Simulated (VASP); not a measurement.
Data:

```yaml
crystal:
  lattice:
    - [0.00000, 3.92927, 3.92927]
    - [3.92927, 0.00000, 3.92927]
    - [3.92927, 3.92927, 0.00000]
  atoms:
    - { symbol: Cs, position: [0.00000, 0.00000, 0.00000] }
    - { symbol: I, position: [0.50000, 0.50000, 0.50000] }
```

These are HSE06 screened hybrid, VASP's PBE PAW potentials (set 64) (plane waves; VASP) values and carry that method's errors. Numerical set-up: 400 eV cut-off, 4×4×4 Γ-centred mesh, Gaussian smearing of 0.050 eV, potentials Cs_sv I.

Unless said otherwise, spin-orbit coupling is left out, though it shifts the bands of the heavy elements here.

### Question
Give the energies of bands 6 to 11 at the high-symmetry points, in eV from the valence-band maximum.

### Answer

| band | Γ | X | U | L | W |
|---|---|---|---|---|---|
| 6 | 0.00 | -0.31 | -0.38 | -0.77 | -0.41 |
| 7 | 0.00 | -0.10 | -0.27 | -0.32 | -0.23 |
| 8 | 0.00 | -0.10 | -0.22 | -0.32 | -0.23 |
| 9 | 4.83 | 5.47 | 6.10 | 6.79 | 6.72 |
| 10 | 6.73 | 6.89 | 7.71 | 7.36 | 6.72 |
| 11 | 6.73 | 8.14 | 7.76 | 8.50 | 7.75 |

The gap is direct, 4.83 eV, from the valence maximum at Γ to the conduction minimum at Γ.

The structure comes from a computed database's CsI entry (Fm-3m); how it stands against other phases isn't given here. It was relaxed first. The cell's shape comes from a PBE relaxation.
